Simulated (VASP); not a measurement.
Here is a VASP 6.6.1 calculation.

File INCAR:

```
PREC = Accurate
ENCUT = 520
EDIFF = 1E-7
ISMEAR = -1
SIGMA = 0.05
LREAL = False
LASPH = True
NELM = 100
ALGO = Normal
ISIF = 2
LWAVE = False
LCHARG = True
GGA = PE
LELF = True
LVHAR = True
NBANDS = 16
```

KPOINTS

```
Automatic mesh
0
Gamma
  11 11 6
```

The input POSCAR:

```
ZnRe
1.0
    2.7482183437      0.0000000000      0.0000000000
   -1.3741091718      2.3800269008      0.0000000000
    0.0000000000      0.0000000000      4.4940660000
Re Zn
1 1
Direct
    0.3227060000      0.6596810000      0.5123110000
    0.0165860000      0.0018920000     -0.0091620000
```

Potentials or basis: VASP PAW PBE potentials, release 64 (Re, Zn).

Run with:

```sh
$ cat potpaw_PBE.64/Re/POTCAR potpaw_PBE.64/Zn/POTCAR > POTCAR
$ mpirun -np 1 vasp_std > vasp.out
```

Problem. Predict the pressure.

Solution. -0.4 GPa.

Problem. What does it give for the largest force?

Solution. 0.943 eV/Å.

Stress tensor (GPa, compression positive):
```
-1.10 -0.57 -0.37
-0.57 -0.70 -0.10
-0.37 -0.10  0.46
```

The run has no spin-orbit coupling, so splittings on Re are missing.
